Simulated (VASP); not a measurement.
Computed with optB86b-vdW, VASP's PBE PAW potentials (set 64) (plane waves; VASP).

Input for VASP

File KPOINTS:
```
Automatic mesh
0
Gamma
4 4 6
0 0 0
```

File POSCAR:
```
MnF2
1.0
  4.8475729955   0.0000000000   0.0000000000
  0.0000000000   4.8475729955   0.0000000000
  0.0000000000   0.0000000000   3.2880591720
Mn F
2 4
Cart
  0.0000000000   4.8475729955   3.2880591720
  2.4237864978   2.4237864978   1.6440295860
  1.4750691284   1.4750691284   0.0000000000
  3.8988556262   0.9487173693   1.6440295860
  0.9487173693   3.8988556262   1.6440295860
  3.3725038671   3.3725038671   3.2880591720
```

INCAR:
```
LORBIT  =  10
LREAL  =  .False.   # projection in real space or not
LCHARG  =  .False.
SYSTEM  =  MnF2
PARAM1  =  0.1234
PREC  =  Accurate
NELM  =  100
LWAVE  =  .False.
LASPH  =  .True.
PARAM2  =  1.0
ALGO  =  Normal
SIGMA  =  0.05   # width (eV)
EDIFF  =  1E-6   # SCF stop (eV)
LMAXMIX  =  4
ISMEAR  =  0   # Gaussian
LUSE_VDW  =  .True.
ENCUT  =  520
EDIFFG  =  -0.02   # ionic stop
NSW  =  60
ISIF  =  3   # ions, shape and volume
AGGAC  =  0.0
ISPIN  =  2
IBRION  =  2   # conjugate gradients
GGA  =  MK
MAGMOM  =  5.0 -5.0 4*0.0
```

POTCAR, in this order: Mn_pv F (PBE.64 set). Program: vasp_std.

The resulting files:

File OUTCAR:
```
 ion  position               nearest neighbor table
   1  0.000  0.000  0.000-   3 2.09   6 2.09   5 2.12   4 2.12   4 2.12   5 2.12
   2  0.500  0.500  0.500-   4 2.09   5 2.09   3 2.12   6 2.12   3 2.12   6 2.12
   3  0.304  0.304  0.000-   1 2.09   2 2.12   2 2.12
   4  0.804  0.196  0.500-   2 2.09   1 2.12   1 2.12
   5  0.196  0.804  0.500-   2 2.09   1 2.12   1 2.12
   6  0.696  0.696  0.000-   1 2.09   2 2.12   2 2.12
  LATTYP: Found a simple tetragonal cell.
 ALAT       =     4.8475729955
 C/A-ratio  =     0.6782897700
 Subroutine PRICEL returns:
 Original cell was already a primitive cell.
 Subroutine GETGRP returns: Found 16 space group operations
The static configuration has the point symmetry D_2h.
 The point group associated with its full space group is D_4h.
The dynamic configuration has the point symmetry D_2h.
The overall configuration has the point symmetry D_2h.
 Subroutine INISYM returns: Found 16 space group operations
 Subroutine IBZKPT returns following result:
 Found     24 irreducible k-points:

 Following reciprocal coordinates:
            Coordinates               Weight
  0.000000  0.000000  0.000000      1.000000
  0.250000  0.000000  0.000000      4.000000
  0.500000  0.000000  0.000000      2.000000
  0.250000  0.250000  0.000000      4.000000
  0.500000  0.250000  0.000000      4.000000
  0.500000  0.500000  0.000000      1.000000
  0.000000  0.000000  0.166667      2.000000
  0.250000  0.000000  0.166667      8.000000
  0.500000  0.000000  0.166667      4.000000
  0.250000  0.250000  0.166667      8.000000
  0.500000  0.250000  0.166667      8.000000
  0.500000  0.500000  0.166667      2.000000
  0.000000  0.000000  0.333333      2.000000
  0.250000  0.000000  0.333333      8.000000
  0.500000  0.000000  0.333333      4.000000
  0.250000  0.250000  0.333333      8.000000
  0.500000  0.250000  0.333333      8.000000
...
```

### OSZICAR
```
       N       E                     dE             d eps       ncg     rms          rms(c)
DAV:   1     0.734164738597E+03    0.73416E+03   -0.31576E+04  3144   0.192E+03
DAV:   2     0.441309294416E+02   -0.69003E+03   -0.66606E+03  3440   0.554E+02
DAV:   3    -0.270290911339E+02   -0.71160E+02   -0.70493E+02  3464   0.187E+02
DAV:   4    -0.288574617165E+02   -0.18284E+01   -0.18193E+01  3616   0.304E+01
DAV:   5    -0.288894226810E+02   -0.31961E-01   -0.31955E-01  3328   0.443E+00    0.209E+01
DAV:   6    -0.250977595615E+02    0.37917E+01   -0.23619E+01  3696   0.358E+01    0.145E+01
DAV:   7    -0.252435109583E+02   -0.14575E+00   -0.18727E+00  3224   0.103E+01    0.103E+01
DAV:   8    -0.249233849122E+02    0.32013E+00   -0.88449E-01  3104   0.875E+00    0.369E+00
DAV:   9    -0.252796743788E+02   -0.35629E+00   -0.26753E-01  3680   0.552E+00    0.131E+00
DAV:  10    -0.252825292232E+02   -0.28548E-02   -0.29351E-02  3256   0.112E+00    0.195E-01
DAV:  11    -0.252827512643E+02   -0.22204E-03   -0.91146E-04  3560   0.268E-01    0.691E-02
DAV:  12    -0.252829940492E+02   -0.24278E-03   -0.12695E-04  3152   0.834E-02    0.513E-02
DAV:  13    -0.252830172090E+02   -0.23160E-04   -0.28356E-05  3432   0.337E-02    0.145E-02
DAV:  14    -0.252830263020E+02   -0.90930E-05   -0.66407E-06  2952   0.195E-02    0.463E-03
DAV:  15    -0.252830278254E+02   -0.15233E-05   -0.66612E-07  2080   0.680E-03    0.256E-03
DAV:  16    -0.252830279550E+02   -0.12958E-06   -0.52812E-07  1704   0.458E-03
   1 F= -.25283028E+02 E0= -.25283028E+02  d E =-.252830E+02  mag=    -0.0000
       N       E                     dE             d eps       ncg     rms          rms(c)
DAV:   1    -0.254378945355E+02   -0.15487E+00   -0.39866E+00  3304   0.187E+01    0.344E+00
DAV:   2    -0.252929351619E+02    0.14496E+00   -0.47980E-01  3336   0.530E+00    0.215E+00
DAV:   3    -0.252906468114E+02    0.22884E-02   -0.40479E-02  3600   0.178E+00    0.775E-01
DAV:   4    -0.252886132919E+02    0.20335E-02   -0.29090E-03  3768   0.415E-01    0.504E-01
DAV:   5    -0.252877953411E+02    0.81795E-03   -0.95990E-04  3216   0.266E-01    0.153E-01
DAV:   6    -0.252878389762E+02   -0.43635E-04   -0.17506E-04  3528   0.130E-01    0.169E-02
DAV:   7    -0.252878470205E+02   -0.80443E-05   -0.10857E-05  3216   0.246E-02    0.890E-03
DAV:   8    -0.252878463817E+02    0.63877E-06   -0.11136E-06  2168   0.849E-03
   2 F= -.25287846E+02 E0= -.25287846E+02  d E =-.481843E-02  mag=    -0.0000
       N       E                     dE             d eps       ncg     rms          rms(c)
DAV:   1    -0.252907394572E+02   -0.28924E-02   -0.72801E-02  3320   0.251E+00    0.466E-01
DAV:   2    -0.252880414755E+02    0.26980E-02   -0.91631E-03  3320   0.726E-01    0.285E-01
DAV:   3    -0.252880166967E+02    0.24779E-04   -0.77158E-04  3640   0.245E-01    0.103E-01
DAV:   4    -0.252879736207E+02    0.43076E-04   -0.47429E-05  3720   0.521E-02    0.661E-02
DAV:   5    -0.252879629860E+02    0.10635E-04   -0.17114E-05  3312   0.350E-02    0.200E-02
DAV:   6    -0.252879627017E+02    0.28434E-06   -0.28342E-06  2656   0.165E-02
   3 F= -.25287963E+02 E0= -.25287963E+02  d E =-.493475E-02  mag=     0.0000
       N       E                     dE             d eps       ncg     rms          rms(c)
DAV:   1    -0.252881867824E+02   -0.22380E-03   -0.12896E-01  3072   0.251E+00    0.142E-01
DAV:   2    -0.252882640156E+02   -0.77233E-04   -0.35598E-03  3376   0.408E-01    0.767E-02
DAV:   3    -0.252882541434E+02    0.98722E-05   -0.95249E-05  3648   0.872E-02    0.333E-02
DAV:   4    -0.252882478361E+02    0.63073E-05   -0.88667E-06  3792   0.244E-02    0.204E-02
DAV:   5    -0.252882474139E+02    0.42216E-06   -0.24894E-06  2360   0.131E-02
   4 F= -.25288247E+02 E0= -.25288247E+02  d E =-.284712E-03  mag=     0.0000
       N       E                     dE             d eps       ncg     rms          rms(c)
DAV:   1    -0.252883486883E+02   -0.10085E-03   -0.15240E-01  3072   0.273E+00    0.155E-01
DAV:   2    -0.252884393865E+02   -0.90698E-04   -0.41877E-03  3392   0.443E-01    0.828E-02
DAV:   3    -0.252884280762E+02    0.11310E-04   -0.11264E-04  3648   0.950E-02    0.365E-02
DAV:   4    -0.252884208212E+02    0.72551E-05   -0.10252E-05  3792   0.262E-02    0.224E-02
DAV:   5    -0.252884202991E+02    0.52210E-06   -0.28698E-06  2496   0.140E-02
   5 F= -.25288420E+02 E0= -.25288420E+02  d E =-.457597E-03  mag=    -0.0000
```

OUTCAR:
```
------------------------ aborting loop because EDIFF is reached ----------------------------------------
  FORCE on cell =-STRESS in cart. coord.  units (eV):
  Direction    XX          YY          ZZ          XY          YZ          ZX
  --------------------------------------------------------------------------------------
  Total        0.0082180      0.0082180     -0.0319640      0.0000000      0.0000000      0.0000000
  in kB        0.1683688      0.1683688     -0.6548697      0.0000000      0.0000000      0.0000000
  external PRESSURE =      -0.1060440 kB  Pullay stress =       0.0000000 kB
  volume of cell :       78.20
      direct lattice vectors                 reciprocal lattice vectors
     4.864177112 -0.000000000  0.000000000     0.205584619 -0.000000000  0.000000000
     0.000000000  4.864177112  0.000000000     0.000000000  0.205584619  0.000000000
     0.000000000  0.000000000  3.305197741     0.000000000  0.000000000  0.302553759
 POSITION                                       TOTAL-FORCE (eV/Angst)
 -----------------------------------------------------------------------------------
      0.00000     -0.00000      0.00000        -0.000000      0.000000      0.000000
      2.43209      2.43209      1.65260        -0.000000      0.000000      0.000000
      1.47460      1.47460      0.00000        -0.006684     -0.006684      0.000000
      3.90669      0.95748      1.65260        -0.006684      0.006684      0.000000
      0.95748      3.90669      1.65260         0.006684     -0.006684      0.000000
      3.38957      3.38957      0.00000         0.006684      0.006684      0.000000
 -----------------------------------------------------------------------------------
    total drift:                                0.000000      0.000000      0.000000
  FREE ENERGIE OF THE ION-ELECTRON SYSTEM (eV)
  ---------------------------------------------------
  free  energy   TOTEN  =       -25.2884202991 eV

  energy  without entropy=      -25.2884202991  energy(sigma->0) =      -25.28842030

 total charge

# of ion       s       p       d       tot
------------------------------------------
    1        0.164   6.147   4.965  11.276
    2        0.164   6.147   4.965  11.276
    3        1.731   4.359   0.000   6.090
    4        1.731   4.359   0.000   6.090
    5        1.731   4.359   0.000   6.090
    6        1.731   4.359   0.000   6.090
--------------------------------------------------
tot          7.251  29.730   9.930  46.911

 magnetization (x)

# of ion       s       p       d       tot
------------------------------------------
    1        0.016   0.015   4.494   4.524
    2       -0.016  -0.015  -4.494  -4.524
    3       -0.002  -0.024   0.000  -0.026
    4        0.002   0.024   0.000   0.026
    5        0.002   0.024   0.000   0.026
    6       -0.002  -0.024   0.000  -0.026
--------------------------------------------------
tot          0.000   0.000   0.000   0.000

 reached required accuracy - stopping structural energy minimisation
```
(Selected blocks of OUTCAR.)

File CONTCAR:
```
MnF2
   1.00000000000000
     4.8641771115669785   -0.0000000000000000    0.0000000000000000
     0.0000000000000000    4.8641771115669785    0.0000000000000000
     0.0000000000000000    0.0000000000000000    3.3051977414405589
  Mn              F
     2     4
Direct
     0.0000000000000000    0.0000000000000000    0.0000000000000000
     0.5000000000000000    0.5000000000000000    0.5000000000000000
     0.3031558199030037    0.3031558199030037    0.0000000000000000
     0.8031558199030037    0.1968441800969963    0.5000000000000000
     0.1968441800969963    0.8031558199030037    0.5000000000000000
     0.6968441800969963    0.6968441800969963    0.0000000000000000
```

The compound is MnF2 in the rutile structure. This run relaxes it. Symmetry was kept, so distortions that lower it aren't found. The start is the result of an earlier pass.
